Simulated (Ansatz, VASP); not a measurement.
**Al2CoO4 in two plane-wave programs**

Aim: how closely do two programs agree when they are given the same cell, functional and k mesh? The cell is taken from a series of runs on this material, whose earlier steps may have relaxed, scaled, displaced or heated it; both programs get it as it stands.

Calculated with Ansatz 0.2.0; plane waves, with VASP 6.6.1 beside it; relaxation of cell and atoms at r2SCAN, DFT+U.

In doubt: warnings of the run leave room for a lower electronic state, so energies may not be the lowest and differences between runs may mislead.

## Step 1: Starting point

The structure is cubic, space group Fd-3m (No. 227). Conventional cell: a = 8.080 Å, b = 8.080 Å, c = 8.080 Å, α = 90.00°, β = 90.00°, γ = 90.00°. Nearest to Al lie 6 O at 1.91 Å. Nearest to Co lie 4 O at 1.95 Å. Nearest to O lie 3 Al at 1.91 Å and 1 Co at 1.95 Å. Farther neighbours and most contacts between anions are not listed.

## Step 2: Ansatz: relaxation of cell and atoms, r2SCAN, DFT+U

Ansatz runs on its default PAW (the set named soft_2) files.

The relaxed volume is the usual yardstick between codes: in a stiff, nearly cubic crystal its relative difference is about their pressure difference at one cell divided by the bulk modulus.

File input.yaml:

```yaml
crystal:
  lattice:
    - [0.0, 4.040203629, 4.040203629]
    - [4.040203629, 0.0, 4.040203629]
    - [4.040203629, 4.040203629, 0.0]
  atoms:
    - { symbol: Al, position: [0.625, 0.125, 0.625] }
    - { symbol: Al, position: [0.125, 0.625, 0.625] }
    - { symbol: Al, position: [0.625, 0.625, 0.125] }
    - { symbol: Al, position: [0.625, 0.625, 0.625] }
    - { symbol: Co, position: [0.0, 0.0, 0.0], spin: 1.0 }
    - { symbol: Co, position: [0.25, 0.25, 0.25], spin: 1.0 }
    - { symbol: O, position: [0.38947184, 0.83158449, 0.38947184] }
    - { symbol: O, position: [0.86052816, 0.86052816, 0.86052816] }
    - { symbol: O, position: [0.38947184, 0.38947184, 0.83158449] }
    - { symbol: O, position: [0.83158449, 0.38947184, 0.38947184] }
    - { symbol: O, position: [0.41841551, 0.86052816, 0.86052816] }
    - { symbol: O, position: [0.86052816, 0.86052816, 0.41841551] }
    - { symbol: O, position: [0.38947184, 0.38947184, 0.38947184] }
    - { symbol: O, position: [0.86052816, 0.41841551, 0.86052816] }
magnetization:
  spin_polarized: true
kpoints:
  mp_grid: { grid: [6, 6, 6] }
scf:
  occupations: { method: fermi_dirac, width: 0.05 }
hamiltonian:
  xc: r2scan
  pseudopotentials: { kind: paw }
  hubbard:
    projectors: ortho-atomic
    sites: [{ species: Co, l: d, u_eff: 1.6 }]
output:
  forces: true
  stress: true
relax:
  f_tol: 0.01
  max_steps: 60
  cell: {}
```

Command:

```console
> ansatz run input.yaml --threads 4 --pin off --max-ram 8192MiB --backend cpu --events-out ev --progress --plain --runs-dir out
```

Numbers of over 12 decimals in the logs are rounded to 6 here.

The program printed:

```text
Engine: ansatz 0.2.0, x86_64-unknown-linux-gnu
Pseudopotentials: kind: paw
Pseudopotential: Al, paw, valence charge 3, recommended cutoff 500 eV (meta_gga), Al.paw.azcp
Pseudopotential: Co, paw, valence charge 17, recommended cutoff 500 eV (meta_gga), Co.paw.azcp
Pseudopotential: O, paw, valence charge 6, recommended cutoff 500 eV (meta_gga), O.paw.azcp
Functional definition: r2SCAN
  parameter k0 = 0.174
  parameter k1 = 0.065
  parameter a1 = 4.9479
  exchange = r2scan_x(k0 = k0, k1 = k1, a1 = a1)
  correlation = r2scan_c
Crystal: 14 atoms, lattice volume = 131.898 Å³
Basis set: ecut = 500 eV, 3383 PW (Γ), exchange–correlation on 180×180×180 points (64 copies of the dense FFT grid, shifted against one another)
Bands: 62, of which v1, the nominal top of the filled ones, is band 47 counted from 1 (46 counted from 0)
Symmetry: 48 space group operations
Space group: Fd-3m (ITA 227), of the structure as read, at distance tolerance 5.1e-5 Å
Magnetic group: BNS 227.128 (UNI 1630), of the structure as read, at distance tolerance 5.1e-5 Å
k-points: 16 of 216
Non-local potential: Al, projectors of the file, l = 0: 2, l = 1: 2, l = 2: 1
Non-local potential: Co, projectors of the file, l = 0: 3, l = 1: 2, l = 2: 3, l = 3: 1
Non-local potential: O, projectors of the file, l = 0: 2, l = 1: 2, l = 2: 1
PAW form: soft (Blöchl's): semilocal exchange-correlation on the pseudo side does not see the compensation charge
PAW frozen core: Al, regenerated for the run's functional (the file was generated under x = pbe(κ = 0.804, μ = 0.219515), c = pbe(β = 0.066725))
PAW frozen core: Co, regenerated for the run's functional (the file was generated under x = pbe(κ = 0.804, μ = 0.219515), c = pbe(β = 0.066725))
PAW frozen core: O, regenerated for the run's functional (the file was generated under x = pbe(κ = 0.804, μ = 0.219515), c = pbe(β = 0.066725))
PAW one-centre angular grid: Al, 302 points (default); XC on 160 Gauss nodes
PAW one-centre angular grid: Co, 590 points (default); XC on 160 Gauss nodes
PAW one-centre angular grid: O, 302 points (default); XC on 160 Gauss nodes
Initial density: superposition of atomic densities (chi_scale 0.1, normalization cell, long waves kept (reshape's long-wave potential 0.23 eV rms))
Starting moments: Σ|m| = 2 μB on 2 of 14 sites
Initial wavefunctions: pseudopotential atomic-orbital guess
Functional: x = r2scan, c = r2scan; τ floored in thin density (d = 2e-4 eV/Å³)
SCF iter   1: F=—  HF=-17008.580955 eV  |F-HF|=—  |Δ(HF+E_count)|=         —  Δρ=2.67e-1 (↑1.78e-1 ↓2.67e-1)  dr2=2.26e2  dr2_τ=3.38e-1  dr2_m=2.46e0  M=1.147 μB ∫|m|=1.147 μB  β_m=0.30  ethr=3.10e-3  ⟨swp⟩=6.2  Hψ=7941  notcnv=0  defer=85
preconditioner: auto → Kerker (q_TF=auto, 2.579 Å⁻¹)  [metal: Δε(μ)=0.007 eV  Ē_g=15.817 eV  σ=0.050 eV  W_gap=0.03  n_scr=26 (ndim 8)  ℏωp=28.6 eV  f_vac=0.000  D(μ)=12.79/eV (n_scr^D=168)]
spin=Collinear: Kerker preconditioning applied to the charge; magnetization (m = ρ↑ − ρ↓) channel mixes plain (no charge-response kernel on spin).
SCF iter   2: F=—  HF=-16985.694595 eV  |F-HF|=—  |Δ(HF+E_count)|=    2.29e1  Δρ=1.54e-1 (↑8.90e-2 ↓1.54e-1)  dr2=1.29e1  dr2_τ=5.50e-1  dr2_m=1.41e1  M=5.859 μB ∫|m|=5.863 μB  β_m=1.00  ethr=3.10e-3  ⟨swp⟩=3.8  Hψ=4846  notcnv=0  defer=184  κ⁻¹=1.0e0(r=1)
SCF iter   3: F=—  HF=-16984.780808 eV  |F-HF|=—  |Δ(HF+E_count)|=   9.14e-1  Δρ=4.38e-2 (↑3.60e-2 ↓4.38e-2)  dr2=5.52e0  dr2_τ=1.40e-1  dr2_m=1.13e-1  M=6.000 μB ∫|m|=6.028 μB  β_m=1.00  ethr=3.10e-3  ⟨swp⟩=3.1  Hψ=4273  notcnv=0  defer=189  κ⁻¹=3.8e-3(r=2)
SCF iter   4: F=—  HF=-16987.621284 eV  |F-HF|=—  |Δ(HF+E_count)|=    2.84e0  Δρ=2.16e-2 (↑2.16e-2 ↓2.07e-2)  dr2=1.60e0  dr2_τ=5.41e-2  dr2_m=9.25e-3  M=6.000 μB ∫|m|=6.027 μB  β_m=1.00  ethr=3.10e-3  ⟨swp⟩=2.9  Hψ=4282  notcnv=0  defer=215
Mixer restart at iter 4: flushing history
spin-set hold released at iteration 4 (site moments contracting): the magnetisation degrees of freedom join the quasi-Newton model from the next iteration; the mixer history was flushed
SCF iter   5: F=—  HF=-16988.557787 eV  |F-HF|=—  |Δ(HF+E_count)|=   9.37e-1  Δρ=1.38e-2 (↑1.10e-2 ↓1.38e-2)  dr2=3.27e-1  dr2_τ=8.57e-3  dr2_m=4.11e-2  M=6.000 μB ∫|m|=6.045 μB  β_m=1.00  ethr=1.70e-3  ⟨swp⟩=2.6  Hψ=3407  notcnv=0  defer=250  κ⁻¹=1.0e0(r=1)
SCF iter   6: F=—  HF=-16989.242669 eV  |F-HF|=—  |Δ(HF+E_count)|=   6.85e-1  Δρ=1.12e-2 (↑8.59e-3 ↓1.12e-2)  dr2=2.55e-1  dr2_τ=5.25e-3  dr2_m=8.40e-3  M=6.000 μB ∫|m|=6.048 μB  β_m=1.00  ethr=3.48e-4  ⟨swp⟩=2.0  Hψ=2275  notcnv=0  defer=280  κ⁻¹=4.0e-2(r=2)
SCF iter   7: F=—  HF=-16989.981306 eV  |F-HF|=—  |Δ(HF+E_count)|=   7.39e-1  Δρ=5.49e-3 (↑4.33e-3 ↓5.49e-3)  dr2=8.38e-2  dr2_τ=1.07e-3  dr2_m=1.45e-3  M=6.000 μB ∫|m|=6.046 μB  β_m=1.00  ethr=2.71e-4  ⟨swp⟩=2.5  Hψ=3141  notcnv=0  defer=280  κ⁻¹=1.5e-2(r=3)
[...]
SCF iter  12: F=-16990.120135 eV  HF=-16990.120331 eV  |F-HF|=1.96e-4  |Δ(HF+E_count)|=   1.28e-4  Δρ=2.98e-4 (↑2.23e-4 ↓2.98e-4)  dr2=3.09e-4  dr2_τ=2.04e-6  dr2_m=3.71e-6  M=6.000 μB ∫|m|=6.048 μB  β_m=1.20  ethr=7.88e-7  ⟨swp⟩=1.0  Hψ=1703  notcnv=0  defer=279  κ⁻¹=8.0e-6(r=8)
[...]
Symmetry: 8 space group operations
k-points: 36 of 216
Initial density: read from a saved state, or passed on in memory by an earlier SCF of this step, an earlier step, the calling program or the single point that the run made first
Initial wavefunctions: those read from a saved state, or passed on in memory by an earlier step or the calling program
iter 1 solved again at ethr=1.51e-11 eV; its pass at ethr=1.06e-6 eV (dr2=1.42e-8 eV) is discarded
SCF iter   1: F=-16990.120203 eV  HF=-16990.120203 eV  |F-HF|=4.14e-8  |Δ(HF+E_count)|=         —  Δρ=2.68e-6 (↑2.64e-6 ↓2.68e-6)  dr2=1.42e-8  dr2_τ=5.00e-10  dr2_m=1.72e-10  M=6.000 μB ∫|m|=6.048 μB  ethr=1.51e-11  ⟨swp⟩=1.0  Hψ=20684  notcnv=0
spin=Collinear: Resta preconditioning applied to the charge; magnetization (m = ρ↑ − ρ↓) channel mixes plain (no charge-response kernel on spin).
SCF iter   2: F=-16990.113428 eV  HF=-16990.112684 eV  |F-HF|=7.44e-4  |Δ(HF+E_count)|=   7.52e-3  Δρ=7.32e-4 (↑2.20e-4 ↓7.32e-4)  dr2=3.71e-4  dr2_τ=8.02e-6  dr2_m=1.02e-4  M=6.000 μB ∫|m|=6.048 μB  ethr=1.06e-6  ⟨swp⟩=1.0  Hψ=15878  notcnv=0
SCF iter   3: F=-16990.120184 eV  HF=-16990.120208 eV  |F-HF|=2.36e-5  |Δ(HF+E_count)|=   7.52e-3  Δρ=8.66e-5 (↑7.55e-5 ↓8.66e-5)  dr2=2.34e-5  dr2_τ=1.20e-7  dr2_m=1.54e-7  M=6.000 μB ∫|m|=6.048 μB  ethr=1.06e-6  ⟨swp⟩=1.0  Hψ=9262  notcnv=0
SCF iter   4: F=-16990.120203 eV  HF=-16990.120203 eV  |F-HF|=8.02e-8  |Δ(HF+E_count)|=   4.66e-6  Δρ=6.24e-6 (↑4.90e-6 ↓6.24e-6)  dr2=1.02e-7  dr2_τ=4.45e-10  dr2_m=2.34e-9  M=6.000 μB ∫|m|=6.048 μB  ethr=3.13e-8  ⟨swp⟩=1.0  Hψ=9216  notcnv=0
a single-point calculation of the run's input, under the relaxation's own `scf.mixing.negative_modes` where the relaxation goes by `scf.lower_state_search: light` itself or types `scf.max_iter`, was made at the relaxed geometry, from the atoms, in 23 SCF iterations in all. It converged +0.0 meV from the relaxation's final energy, with moments (0.00, 0.00, 0.00, 0.00, 2.48, 2.48, 0.05, 0.05, 0.05, 0.05, 0.05, 0.05, 0. [...]
SCF converged after 8 iterations
Stability not checked: this state was not tested for a lower state beside it, because the mixer in use, unlike msr1, does not test its closes by its own steps (another_mixer; see scf.mixing.algorithm and scf.lower_state_search)
Magnetization: 6.0000 μB (50.0000 up, 44.0000 down)
Absolute magnetization: 6.0420 μB (∫|ρ↑−ρ↓|, with the PAW one-centre terms)
Spin contamination: 0.0095 ħ² per cell (⟨S²⟩ above its minimum at these occupations)
Per-site moments (μB) at R_I (Å): [(0.00223853, 0.789876), (0.00223853, 0.789876), (0.00223853, 0.789876), (0.00223853, 0.789876), (2.483777, 0.808319), (2.483777, 0.808319), (0.048996, 0.789876), (0.048996, 0.789876), (0.048996, 0.789876), (0.048996, 0.789876), (0.048996, 0.789876), (0.048996, 0.789876), (0.048996, 0.789876), (0.048996, 0.789876)]
Free energy (F): -16990.120203 eV
Harris-Foulkes:  -16990.120203 eV  (|F-HF|=7.64e-11)
Internal energy: -16990.120203 eV  (E = F + TS)
E sigma→0 (E₀):  -16990.120203 eV
Fermi energy:    10.598216 eV
--- Per-component energies (eV) ---
  E_band       = -800.089446
  E_kinetic    = 2430.761320
  E_local      = -10711.702736  (includes V_loc(G=0)·N_el)
  E_nonlocal   = 1351.244188
  E_hartree    = 4414.178290
  E_xc         = -1055.215821
  E_vxc        = -1437.131009  (∫ρ·V_xc dr)
  E_hubbard    = 0.508738  (on-site DFT+U / exact-exchange correction)
  E_vhub       = -10.644150  (the Hubbard potential's part of the band-sum identity)
  E_paw        = -6233.818356  (= ΣΔE_a)
  E_vpaw       = -1339.957064  (= ΣTr[D̂ρ^β])
  E_aug_tail   = 0.008325  (compensation charges beyond the density's cutoff)
  E_vtau       = 88.974478  (kinetic-family band-sum trace: ∫τ·v_τ [+ j·A + Jᵃ·Aᵃ] dr)
  E_ewald      = -7184.997778
  E_core_change = -1.086372  (= ΣΔE_core)
  E_smearing   = -0.000000  (= −TS)
  E_closure    = 0.000000  (closes the sum)
  Σ components = -16990.120203   (vs F -16990.120203, Δ=0.00e0)
--- Forces (eV/Å), atoms counted from 1 ---
  atom   1  Al    -0.00000000     0.00000000    -0.00000000
  atom   2  Al     0.00000000    -0.00000000    -0.00000000
  atom   3  Al    -0.00000000    -0.00000000     0.00000000
  atom   4  Al     0.00000000    -0.00000000     0.00000000
  atom   5  Co    -0.00000000    -0.00000000     0.00000000
  atom   6  Co     0.00000000    -0.00000000    -0.00000000
  atom   7  O     -0.00121362     0.00121362    -0.00121362
  atom   8  O     -0.00121362    -0.00121362    -0.00121362
  atom   9  O     -0.00121362    -0.00121362     0.00121362
  atom  10  O      0.00121362    -0.00121362    -0.00121362
  atom  11  O     -0.00121362     0.00121362     0.00121362
  atom  12  O      0.00121362     0.00121362    -0.00121362
  atom  13  O      0.00121362     0.00121362     0.00121362
  atom  14  O      0.00121362    -0.00121362     0.00121362
  max |Σ_I F_I| component: 1.50e-17 eV/Å
--- Stress (GPa, compression-positive) ---
        0.003906      -0.000000      -0.000000
       -0.000000       0.003906      -0.000000
       -0.000000       0.000000       0.003906
  P = ⅓ Tr σ = 0.0039 GPa (0.039 kbar)
--- Relaxed structure (3 steps of the walk, 3 accepted, 1 SCFs on fresh bases) ---
  F+E_penalty+E_count = -16990.12020324 eV   max|allowed force component| = 1.214e-3 eV/Å   (the final SCF, on the basis selected at the relaxed cell)
  cell:  # Å, volume = 133.0401 Å³
    - [0, 4.051827, 4.051827]
    - [4.051827, 0, 4.051827]
    - [4.051827, 4.051827, 0]
  atoms:
    - { symbol: Al, position: [0.625000, 0.125, 0.625000] }
    - { symbol: Al, position: [0.125, 0.625000, 0.625000] }
    - { symbol: Al, position: [0.625000, 0.625000, 0.125] }
    - { symbol: Al, position: [0.625000, 0.625000, 0.625000] }
    - { symbol: Co, position: [0, 0, 0] }
    - { symbol: Co, position: [0.250000, 0.250000, 0.250000] }
    - { symbol: O, position: [0.389610, 0.831169, 0.389610] }
    - { symbol: O, position: [0.860390, 0.860390, 0.860390] }
    - { symbol: O, position: [0.389610, 0.389610, 0.831169] }
    - { symbol: O, position: [0.831169, 0.389610, 0.389610] }
    - { symbol: O, position: [0.418831, 0.860390, 0.860390] }
    - { symbol: O, position: [0.860390, 0.860390, 0.418831] }
    - { symbol: O, position: [0.389610, 0.389610, 0.389610] }
    - { symbol: O, position: [0.860390, 0.418831, 0.860390] }
```

In the SCF lines HF is the Harris–Foulkes energy and dr2 the Hartree energy of the density residual, in eV; the loop may stop once dr2 is under the threshold and the program's other checks hold. Hψ counts applications of the Hamiltonian.

(Part 1 of 2 ends here.)

[Lines on the potential files, build, host, timing and source positions are cut from VASP's logs without a mark.]

[Logs are printed without paths, hosts, clocks, repeated set-up lines and the standing remarks that a program may print on its own settings, such as how far it seeks lower states.]

[Hosts, paths, dates, database ids (printed as entryN), source tags and the programs' standing remarks are cut or masked in the printed files.]
